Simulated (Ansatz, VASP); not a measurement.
**Ag3Sb in two plane-wave programs**

One calculation is typed for both programs; each brings its own data sets. How far apart do they land? The cell is generated by rule, not measured, and may not be a known phase. The cell is taken from a series of runs on this material, whose earlier steps may have relaxed, scaled, displaced or heated it; both programs get it as it stands.

Calculated with Ansatz 0.2.0; plane waves, with VASP 6.6.1 beside it; relaxation of cell and atoms at r2SCAN.

## (1) The starting structure

It takes space group Pm-3m (No. 221, cubic). The conventional cell has a = 5.280 Å, b = 5.280 Å, c = 5.280 Å, α = 90.00°, β = 90.00°, γ = 90.00°. Nearest to Sb lie 6 Ag at 2.64 Å. Nearest to Ag lie 2 Sb at 2.64 Å. Farther neighbours are not listed.

Structure file:

```
Sb Ag
1.0
     5.27957    0.00000    0.00000
     0.00000    5.27957    0.00000
     0.00000    0.00000    5.27957
Sb Ag
1 3
Direct
  0.00000 0.00000 0.00000
  0.50000 0.00000 0.00000
  0.00000 0.50000 0.00000
  0.00000 0.00000 0.50000
```

## (2) VASP: relaxation of cell and atoms, r2SCAN, pair 1

The relaxed volume is the usual yardstick between codes: in a stiff, nearly cubic crystal its relative difference is about their pressure difference at one cell divided by the bulk modulus.

Lines of VASP's logs that name or quote its potential files are left out, and so is its time.

Input file INCAR:

```
SYSTEM = Ag3Sb
PREC = Accurate
ENCUT = 550
EDIFF = 1E-07
NELM = 120
ISMEAR = 0
SIGMA = 0.01
LREAL = .FALSE.
ALGO = Normal
METAGGA = R2SCAN
LASPH = .TRUE.
NBANDS = 25
LORBIT = 11
LWAVE = .FALSE.
LCHARG = .FALSE.
ISIF = 3
IBRION = 2
NSW = 80
EDIFFG = -0.005
GGA_COMPAT = .FALSE.
NELMIN = 4
EFERMI = MIDGAP
LMIXTAU = .TRUE.
KPAR = 2
```

Input file POSCAR:

```
Ag3Sb
1.0
    5.2795690000      0.0000000000      0.0000000000
    0.0000000000      5.2795690000      0.0000000000
    0.0000000000      0.0000000000      5.2795690000
Sb Ag
1 3
Direct
    0.0000000000      0.0000000000      0.0000000000
    0.4999999053      0.0000000000      0.0000000000
    0.0000000000      0.4999999053      0.0000000000
    0.0000000000      0.0000000000      0.4999999053
```

Input file KPOINTS:

```
Automatic mesh
0
Gamma
6 6 6
0 0 0
```

The projector-augmented-wave data sets are Sb and Ag (PBE family, release 64).

Run with:

```bash
> mpirun -np 2 vasp_std
```

Numbers of over 12 decimals in the logs are rounded to 6 here.

Log:

```text
[banner, memory and clock lines left out]
running    2 mpi-ranks, on    1 nodes
 distrk:  each k-point on    1 cores,    2 groups
 distr:  one band on    1 cores,    1 groups

 POSCAR found type information on POSCAR SbAg
 POSCAR found :  2 types and       4 ions
|                                                                             |
|               ----> ADVICE to this user running VASP <----                  |
|                                                                             |
|     You enforced a specific xc type in the INCAR file but a different       |
|     [... a line on the potential file left out ...]
|     I HOPE YOU KNOW WHAT YOU ARE DOING!                                     |
|                                                                             |

 LDA part: xc-table for (None), standard interpolation
 POSCAR, INCAR and KPOINTS ok, starting setup
 FFT: planning ... GRIDC
 FFT: planning ... GRID_SOFT
 FFT: planning ... GRID
 WAVECAR not read
 entering main loop
       N       E                     dE             d eps       ncg     rms          rms(c)
DAV:   1     0.132076883654E+03    0.13208E+03   -0.17586E+04  1000   0.139E+03
DAV:   2    -0.908468430453E+02   -0.22292E+03   -0.21361E+03  1083   0.273E+02
DAV:   3    -0.990689197679E+02   -0.82221E+01   -0.81534E+01  1157   0.518E+01
DAV:   4    -0.991457385763E+02   -0.76819E-01   -0.76760E-01  1120   0.543E+00
DAV:   5    -0.991469170079E+02   -0.11784E-02   -0.11783E-02  1243   0.680E-01    0.808E+00
DAV:   6    -0.907068841765E+02    0.84400E+01   -0.12394E+01  1008   0.334E+01    0.750E+00
DAV:   7    -0.881247522087E+02    0.25821E+01   -0.67613E-01  1004   0.723E+00    0.523E+00
DAV:   8    -0.892791241432E+02   -0.11544E+01   -0.13613E+00  1035   0.841E+00    0.171E+00
DAV:   9    -0.876225069880E+02    0.16566E+01   -0.10706E+00  1045   0.688E+00    0.434E-01
DAV:  10    -0.878855844411E+02   -0.26308E+00   -0.78306E-02  1003   0.197E+00    0.341E-01
DAV:  11    -0.879053258938E+02   -0.19741E-01   -0.76156E-03  1009   0.769E-01    0.254E-01
DAV:  12    -0.880200228858E+02   -0.11470E+00   -0.20789E-01  1010   0.248E+00    0.145E-01
DAV:  13    -0.879780233641E+02    0.42000E-01   -0.83229E-03  1084   0.593E-01    0.174E-01
DAV:  14    -0.880334203106E+02   -0.55397E-01   -0.14215E-02  1001   0.789E-01    0.101E-01
[...]
DAV:  21    -0.880443893899E+02   -0.86175E-04   -0.47199E-04  1002   0.197E-01    0.133E-01
DAV:  22    -0.880442137655E+02    0.17562E-03   -0.24699E-04  1004   0.144E-01    0.397E-02
DAV:  23    -0.880444878190E+02   -0.27405E-03   -0.90758E-05  1016   0.771E-02    0.241E-02
DAV:  24    -0.880444885505E+02   -0.73148E-06   -0.15188E-05  1022   0.417E-02    0.489E-03
DAV:  25    -0.880445299042E+02   -0.41354E-04   -0.11843E-05  1009   0.372E-02    0.407E-03
DAV:  26    -0.880445350576E+02   -0.51534E-05   -0.21466E-06  1033   0.153E-02    0.343E-03
DAV:  27    -0.880445356396E+02   -0.58201E-06   -0.39700E-07   965   0.558E-03    0.857E-04
DAV:  28    -0.880445356171E+02    0.22535E-07   -0.49460E-08   706   0.204E-03
   1 F= -.88044536E+02 E0= -.88044536E+02  d E =-.880445E+02
 curvature:   0.00 expect dE= 0.000E+00 dE for cont linesearch  0.000E+00
 trial: gam= 0.00000 g(F)=  0.000E+00 g(S)=  0.550E-03 ort = 0.000E+00 (trialstep = 0.100E+01)
 search vector abs. value=  0.550E-03
 bond charge predicted
       N       E                     dE             d eps       ncg     rms          rms(c)
DAV:   1    -0.880546305833E+02   -0.10095E-01   -0.17672E-01  1025   0.361E+00    0.719E-01
DAV:   2    -0.880448092819E+02    0.98213E-02   -0.39553E-02  1013   0.172E+00    0.191E-01
DAV:   3    -0.880447291905E+02    0.80091E-04   -0.93839E-04  1025   0.176E-01    0.150E-01
DAV:   4    -0.880439216390E+02    0.80755E-03   -0.16545E-03  1021   0.190E-01    0.252E-02
DAV:   5    -0.880447120604E+02   -0.79042E-03   -0.75540E-04  1001   0.151E-01    0.103E-02
DAV:   6    -0.880446492203E+02    0.62840E-04   -0.22748E-04  1002   0.839E-02    0.104E-02
DAV:   7    -0.880447829231E+02   -0.13370E-03   -0.43326E-05  1006   0.385E-02    0.276E-03
DAV:   8    -0.880447874945E+02   -0.45713E-05   -0.46907E-06  1030   0.996E-03    0.230E-03
DAV:   9    -0.880447881973E+02   -0.70286E-06   -0.40658E-07   768   0.417E-03    0.188E-03
DAV:  10    -0.880447880258E+02    0.17156E-06   -0.16514E-07   716   0.215E-03    0.765E-04
DAV:  11    -0.880447880768E+02   -0.50999E-07   -0.53263E-08   712   0.202E-03
   2 F= -.88044788E+02 E0= -.88044788E+02  d E =-.252460E-03
 trial-energy change:   -0.000252  1 .order   -0.000240   -0.000550    0.000070
 step:   0.8983(harm=  0.8876)  dis= 0.00000  next Energy=   -88.044792 (dE=-0.256E-03)
 reached required accuracy - stopping structural energy minimisation
```

OUTCAR, selected parts (step 2):

```text
ion  position               nearest neighbor table
   1  0.000  0.000  0.000-   2 2.64   3 2.64   4 2.64   4 2.64   3 2.64   2 2.64
   2  0.500  0.000  0.000-   1 2.64   1 2.64
   3  0.000  0.500  0.000-   1 2.64   1 2.64
   4  0.000  0.000  0.500-   1 2.64   1 2.64

  LATTYP: Found a simple cubic cell.
 ALAT       =     5.2795690000

 Subroutine GETGRP returns: Found 48 space group operations
 (whereof 48 operations were pure point group operations)

The static configuration has the point symmetry O_h .

 Found     20 irreducible k-points:

   k-points           NKPTS =     20   k-points in BZ     NKDIM =     20   number of bands    NBANDS=     25

   dimension x,y,z NGX =    40 NGY =   40 NGZ =   40
   dimension x,y,z NGXF=    80 NGYF=   80 NGZF=   80

   ENCUT  =  550.0 eV  40.42 Ry    6.36 a.u.  10.10 10.10 10.10*2*pi/ulx,y,z

   NELECT =      38.0000    total number of electrons

 k-points in reciprocal lattice and weights: Automatic mesh
   0.00000000  0.00000000  0.00000000       0.005
   0.16666667  0.00000000  0.00000000       0.028
   0.33333333  0.00000000  0.00000000       0.028
   0.50000000  0.00000000  0.00000000       0.014
   0.16666667  0.16666667  0.00000000       0.056
   0.33333333  0.16666667  0.00000000       0.111
   0.50000000  0.16666667  0.00000000       0.056
   0.33333333  0.33333333  0.00000000       0.056
   0.50000000  0.33333333  0.00000000       0.056
[...]
0.50000000  0.50000000  0.33333333       0.028
   0.50000000  0.50000000  0.50000000       0.005

 average (electrostatic) potential at core
       1 -94.9348       2 -81.4814       3 -81.4814       4 -81.4814

 E-fermi :   2.5917

 k-point     1 :       0.0000    0.0000    0.0000
  band No.  band energies     occupation
    ...
     15      -1.5740      2.00000
     16      -1.4385      2.00000
     17       0.2114      2.00000
     18       0.2114      2.00000
     19       0.2114      2.00000
     20       3.6338      0.00000
     21       3.8672      0.00000
     22       3.8672      0.00000
     23       8.1285      0.00000
     24       8.1285      0.00000
    ...

 k-point     2 :       0.1667    0.0000    0.0000
  band No.  band energies     occupation
    ...
     15      -1.5739      2.00000
     16      -1.4628      2.00000
     17      -0.1287      2.00000
     18       0.4342      2.00000
     19       0.4342      2.00000
     20       3.7121      0.00000
     21       3.9233      0.00000
     22       4.7895      0.00000
     23       7.6517      0.00000
     24       7.8782      0.00000
    ...

 k-point     3 :       0.3333    0.0000    0.0000
  band No.  band energies     occupation
    ...
     15      -1.5270      2.00000
     16      -1.5247      2.00000
     17      -0.4887      2.00000
     18       0.8450      2.00000
     19       0.8450      2.00000
     20       3.6958      0.00000
     21       4.0536      0.00000
     22       6.3196      0.00000
     23       7.1920      0.00000
     24       7.1920      0.00000
    ...

  Total        0.0156176      0.0156176      0.0156176      0.0000000     -0.0000000      0.0000000
  in kB        0.1707923      0.1707923      0.1707923      0.0000000     -0.0000000      0.0000000
  external PRESSURE =       0.1707923 kB  Pullay stress =       0.0000000 kB

  energy-cutoff  :      550.00
  volume of cell :      146.51
      direct lattice vectors                 reciprocal lattice vectors
     5.271716410 -0.000000000 -0.000000000     0.189691539  0.000000000 -0.000000000
    -0.000000000  5.271716410 -0.000000000     0.000000000  0.189691539 -0.000000000
     0.000000000  0.000000000  5.271716410     0.000000000  0.000000000  0.189691539

 POSITION                                       TOTAL-FORCE (eV/Angst)
 -----------------------------------------------------------------------------------
      0.00000      0.00000      0.00000         0.000000      0.000000      0.000000
      2.63586     -0.00000     -0.00000         0.000000      0.000000      0.000000
     -0.00000      2.63586     -0.00000        -0.000000      0.000000      0.000000
      0.00000      0.00000      2.63586         0.000000      0.000000      0.000000
 -----------------------------------------------------------------------------------
    total drift:                                0.000138      0.000138      0.000138

  FREE ENERGIE OF THE ION-ELECTRON SYSTEM (eV)
  ---------------------------------------------------
  free  energy   TOTEN  =       -88.0447880768 eV

  energy  without entropy=      -88.0447880768  energy(sigma->0) =      -88.04478808

 reached required accuracy - stopping structural energy minimisation

 total charge
# of ion       s       p       d       tot
------------------------------------------
    1        1.057   1.439   0.042   2.538
    2        0.415   0.191   9.244   9.851
    3        0.415   0.191   9.244   9.851
    4        0.415   0.191   9.244   9.851
--------------------------------------------------
tot          2.303   2.012  27.775  32.090

[... 3 further parts left out ...]
```

## (3) Ansatz: relaxation of cell and atoms, r2SCAN, pair 1

Ansatz runs on its default PAW (the set named soft_2) files.

The same cell, functional and mesh now go to Ansatz, which takes its cutoff from its data sets.

Input file input.yaml:

```yaml
crystal:
  lattice:
    - [5.2795688483, 0.0, 0.0]
    - [0.0, 5.2795688483, 0.0]
    - [0.0, 0.0, 5.2795688483]
  atoms:
    - { symbol: Sb, position: [0.0, 0.0, 0.0] }
    - { symbol: Ag, position: [0.5, 0.0, 0.0] }
    - { symbol: Ag, position: [0.0, 0.5, 0.0] }
    - { symbol: Ag, position: [0.0, 0.0, 0.5] }
kpoints:
  mp_grid: { grid: [6, 6, 6] }
hamiltonian:
  xc: r2scan
scf:
  occupations: { method: fixed }
output:
  forces: true
  stress: true
  eigenvalues: true
relax:
  adjacent_minimum: "off"
  f_tol: 0.001
  max_steps: 60
  cell: { stress_tol: 0.01 }
```

Run with:

```bash
> ansatz run input.yaml --threads 4 --pin off --max-ram 7168MiB --backend cpu --events-out ev --progress --plain --runs-dir out
```

Log:

```text
Engine: ansatz 0.2.0, aarch64-unknown-linux-gnu
Pseudopotentials: kind: paw
Pseudopotential: Sb, paw, valence charge 15, recommended cutoff 500 eV (meta_gga), Sb.paw.azcp
Pseudopotential: Ag, paw, valence charge 19, recommended cutoff 500 eV (meta_gga), Ag.paw.azcp
Functional definition: r2SCAN
  parameter k0 = 0.174
  parameter k1 = 0.065
  parameter a1 = 4.9479
  exchange = r2scan_x(k0 = k0, k1 = k1, a1 = a1)
  correlation = r2scan_c
Crystal: 4 atoms, lattice volume = 147.162 Å³
Basis set: ecut = 500 eV, 3743 PW (Γ), exchange–correlation on 160×160×160 points (64 copies of the dense FFT grid, shifted against one another)
Bands: 44, of which v1, the nominal top of the filled ones, is band 36 counted from 1 (35 counted from 0)
Symmetry: 48 space group operations
Space group: Pm-3m (ITA 221), of the structure as read, at distance tolerance 5.3e-5 Å
k-points: 20 of 216
Non-local potential: Sb, projectors of the file, l = 0: 2, l = 1: 2, l = 2: 2, l = 3: 2
Non-local potential: Ag, projectors of the file, l = 0: 3, l = 1: 2, l = 2: 2, l = 3: 1
PAW form: soft (Blöchl's): semilocal exchange-correlation on the pseudo side does not see the compensation charge
PAW frozen core: Sb, regenerated for the run's functional (the file was generated under x = pbe(κ = 0.804, μ = 0.219515), c = pbe(β = 0.066725))
PAW frozen core: Ag, regenerated for the run's functional (the file was generated under x = pbe(κ = 0.804, μ = 0.219515), c = pbe(β = 0.066725))
PAW one-centre angular grid: Sb, 590 points (default); XC on 160 Gauss nodes
PAW one-centre angular grid: Ag, 590 points (default); XC on 160 Gauss nodes
Initial density: superposition of atomic densities (neutral atoms: chi_scale 0, normalization atom), corrected by the library's trained network
Initial wavefunctions: pseudopotential atomic-orbital guess
Functional: x = r2scan, c = r2scan; τ floored in thin density (d = 2e-4 eV/Å³)
SCF iter   1: F=—  HF=-29309.223912 eV  |F-HF|=—  |Δ(HF+E_count)|=         —  Δρ=6.43e-3  dr2=6.82e-2  dr2_τ=1.29e-2  ethr=1.77e-3  ⟨swp⟩=5.1  Hψ=3035  notcnv=0  defer=111
preconditioner: auto → Resta (q_TF=auto, 2.422 Å⁻¹)  ε∞=5.5  [insulator: Δε(μ)=1.861 eV  Ē_g=8.922 eV  n_scr=32 (ndim 8)  ℏωp=18.9 eV  f_vac=0.316  ε∞_Penn≈5.5]
SCF iter   2: F=—  HF=-29309.215366 eV  |F-HF|=—  |Δ(HF+E_count)|=   8.55e-3  Δρ=3.09e-3  dr2=1.13e-2  dr2_τ=1.39e-3  ethr=9.48e-5  ⟨swp⟩=2.4  Hψ=1432  notcnv=0  defer=115
SCF iter   3: F=—  HF=-29309.214728 eV  |F-HF|=—  |Δ(HF+E_count)|=   6.39e-4  Δρ=1.04e-3  dr2=2.76e-3  dr2_τ=5.72e-5  ethr=1.57e-5  ⟨swp⟩=2.6  Hψ=1033  notcnv=0  defer=116
SCF iter   4: F=—  HF=-29309.214202 eV  |F-HF|=—  |Δ(HF+E_count)|=   5.26e-4  Δρ=2.23e-4  dr2=1.28e-4  dr2_τ=3.73e-6  ethr=3.83e-6  ⟨swp⟩=2.1  Hψ=1248  notcnv=0  defer=116
SCF iter   5: F=—  HF=-29309.214235 eV  |F-HF|=—  |Δ(HF+E_count)|=   3.36e-5  Δρ=7.69e-5  dr2=1.20e-5  dr2_τ=6.92e-7  ethr=1.78e-7  ⟨swp⟩=2.1  Hψ=1230  notcnv=0  defer=114
SCF iter   6: F=—  HF=-29309.214250 eV  |F-HF|=—  |Δ(HF+E_count)|=   1.43e-5  Δρ=2.76e-5  dr2=2.07e-6  dr2_τ=2.83e-8  ethr=1.66e-8  ⟨swp⟩=2.0  Hψ=1325  notcnv=0  defer=91
SCF iter   7: F=—  HF=-29309.214251 eV  |F-HF|=—  |Δ(HF+E_count)|=   1.69e-6  Δρ=8.58e-6  dr2=2.01e-7  dr2_τ=1.10e-8  ethr=2.88e-9  ⟨swp⟩=2.0  Hψ=1212  notcnv=0  defer=91
SCF iter   8: F=-29309.214252 eV  HF=-29309.214252 eV  |F-HF|=2.00e-7  |Δ(HF+E_count)|=   4.91e-7  Δρ=3.46e-6  dr2=4.43e-8  dr2_τ=2.93e-10  ethr=1.39e-10  ⟨swp⟩=13.7  Hψ=4615  notcnv=0
SCF 1 converged in 8 iterations: F = -29309.214252 eV  dr2 = 4.43e-8
  greatest PAW one-centre occupation: 1.001 electrons in one spin orbital (limit 2), on the Ag atom at site 2 (counted from 0), in its partial waves of l = 1
relax step   1: F+E_penalty+E_count = -29309.21425211 eV  Δ(F+E_penalty+E_count) = +0.000e0 eV  max|allowed force component| = 3.293e-29 eV/Å  Δτ_max = 0.0000 Å  P = +0.011 GPa  Ω = 147.162 Å³  (8 SCF iters, dr2 threshold 1.00e-7 eV, accepted)
[...]
relax step   2: F+E_penalty+E_count = -29309.21424207 eV  Δ(F+E_penalty+E_count) = +1.004e-5 eV  max|allowed force component| = 3.801e-29 eV/Å  Δτ_max = 0.0000 Å  P = -0.002 GPa  Ω = 147.221 Å³  energy of the carried Pulay correction = -1.174e-5 eV  (6 SCF iters, dr2 threshold 3.24e-10 eV, accepted)
[...]
relax step   3: F+E_penalty+E_count = -29309.21424913 eV  Δ(F+E_penalty+E_count) = -7.060e-6 eV  max|allowed force component| = 3.109e-29 eV/Å  Δτ_max = 0.0000 Å  P = -0.002 GPa  Ω = 147.221 Å³  stress off target by 2.21e-3 GPa  SCF on the basis re-selected at this cell (its energy is not comparable with the rows above)  (6 SCF iters)
basis re-selected at this cell: Δ(F+E_penalty+E_count) = -7.060e-6 eV, ΔP = +0.000 GPa vs the last step (what re-selecting the basis moved, of the pressure what is left beyond the Pulay correction that the steps carried, after the strain that the cell walked since its last selection, with what the two solves' SCF thresholds leave and, on support functions, any second-order correction that the steps lacked; it is no m [...]
SCF converged after 6 iterations
Free energy (F): -29309.214249 eV
Harris-Foulkes:  -29309.214249 eV  (|F-HF|=7.28e-12)
Internal energy: -29309.214249 eV  (E = F + TS)
E sigma→0 (E₀):  -29309.214249 eV
Fermi energy:    5.384173 eV
--- Per-component energies (eV) ---
  E_band       = -1616.119259
  E_kinetic    = 1791.416324
  E_local      = -13950.372530  (includes V_loc(G=0)·N_el)
  E_nonlocal   = 613.160380
  E_hartree    = 6276.615433
  E_xc         = -658.005543
  E_vxc        = -886.731117  (∫ρ·V_xc dr)
  E_paw        = -16376.590029  (= ΣΔE_a)
  E_vpaw       = -1801.559788  (= ΣTr[D̂ρ^β])
  E_aug_tail   = 0.000196  (compensation charges beyond the density's cutoff)
  E_vtau       = 64.736419  (kinetic-family band-sum trace: ∫τ·v_τ [+ j·A + Jᵃ·Aᵃ] dr)
  E_ewald      = -7004.416584
  E_core_change = -1.021895  (= ΣΔE_core)
  E_smearing   = -0.000000  (= −TS)
  E_closure    = 0.000000  (closes the sum)
  Σ components = -29309.214249   (vs F -29309.214249, Δ=0.00e0)
--- Forces (eV/Å), atoms counted from 1 ---
  atom   1  Sb     0.00000000    -0.00000000     0.00000000
  atom   2  Ag    -0.00000000     0.00000000     0.00000000
  atom   3  Ag    -0.00000000    -0.00000000    -0.00000000
  atom   4  Ag     0.00000000    -0.00000000    -0.00000000
  max |Σ_I F_I| component: 4.39e-29 eV/Å
--- Stress (GPa, compression-positive) ---
       -0.002208       0.000000       0.000000
        0.000000      -0.002208      -0.000000
        0.000000      -0.000000      -0.002208
  P = ⅓ Tr σ = -0.0022 GPa (-0.022 kbar)
--- Band table (eV; the first three rows and the last of 20) ---
  k-point 0: bands = [... 32 lower, 2.1741, 3.8719, 3.8719, 3.8719, 7.2460, 7.5086, 7.5086, 11.7633, ... 4 higher]
  k-point 1: bands = [... 32 lower, 2.1503, 3.5260, 4.0894, 4.0894, 7.3346, 7.5648, 8.4199, 11.2854, ... 4 higher]
  k-point 2: bands = [... 32 lower, 2.1085, 3.1616, 4.4927, 4.4927, 7.3215, 7.6953, 9.9450, 10.8390, ... 4 higher]
  k-point 19: bands = [... 32 lower, 2.0946, 4.5283, 4.5283, 4.5283, 7.4658, 7.4658, 7.4658, 10.9172, ... 4 higher]
--- Relaxed structure (2 steps of the walk, 2 accepted, 1 SCFs on fresh bases) ---
  F+E_penalty+E_count = -29309.21424913 eV   max|allowed force component| = 3.109e-29 eV/Å   (the final SCF, on the basis selected at the relaxed cell)
  cell:  # Å, volume = 147.2214 Å³
    - [5.280280, 0, 0]
    - [0, 5.280280, 0]
    - [0, 0, 5.280280]
  atoms:
    - { symbol: Sb, position: [0, 0, 0] }
    - { symbol: Ag, position: [0.5, 0, 0] }
    - { symbol: Ag, position: [0, 0.5, 0] }
    - { symbol: Ag, position: [0, 0, 0.5] }
```

In the SCF lines HF is the Harris–Foulkes energy and dr2 the Hartree energy of the density residual, in eV; the loop may stop once dr2 is under the threshold and the program's other checks hold. Hψ counts applications of the Hamiltonian.

## (4) Differences

Known differences besides the potentials themselves: VASP keeps PBE cores, Ansatz makes them for the functional; fixed occupations in Ansatz, narrow Gaussian smearing in VASP; the data sets hold 72 valence electrons in Ansatz (on its default PAW (the set named soft_2) files) and 38 in VASP; the cutoff is 500 eV in Ansatz and 550 eV in VASP; Ansatz adds a Pulay correction to the stress that steers its cell, VASP none. Total energies have different zeros and are not compared.

The two programs side by side:

```tsv
quantity	Ansatz	VASP	difference
volume (Å³)	147.22	146.51	+0.49 %
edge a after relaxation, in the typed setting (Å)	5.280	5.272	+0.16 %
```

(Continued in part 2 of 2.)

[Lines on the potential files, build, host, timing and source positions are cut from VASP's logs without a mark.]

[Logs are printed without paths, hosts, clocks, repeated set-up lines and the standing remarks that a program may print on its own settings, such as how far it seeks lower states.]

[Hosts, paths, dates, database ids (printed as entryN), source tags and the programs' standing remarks are cut or masked in the printed files.]
